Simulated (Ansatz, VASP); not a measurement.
## Be2Si: VASP beside Ansatz

```
CELL_PARAMETERS angstrom
0.00000 2.64138 2.64138
2.64138 0.00000 2.64138
2.64138 2.64138 0.00000
ATOMIC_POSITIONS crystal
Si 0.00000 0.00000 0.00000
Be 0.25000 0.25000 0.25000
Be 0.75000 0.75000 0.75000
```

Alike in both runs: task single point; functional HSE06; k mesh 6 × 6 × 6; occupations fermi-dirac, width 0.02 eV; no spin polarisation.

|  | VASP | Ansatz |
| --- | --- | --- |
| version | VASP 6.6.1 | Ansatz 0.2.0 |
| potentials or method | VASP PAW PBE potentials, release 64 (Si, Be) | plane waves, PAW |
| plane-wave cutoff (eV) | 520 | 420 |
| valence electrons in the cell | 8 | 8 |

Ansatz gave:

| Item | Value |
| --- | --- |
| pressure (GPa) | -0.5 |

Q: Which values does VASP return?

A: Pressure (GPa): -0.6.

Ansatz warned: «filled_band_counts_differ_across_k_points».

Caveats: the PAW data sets were made with another functional, which shifts forces and pressure a little (VASP).
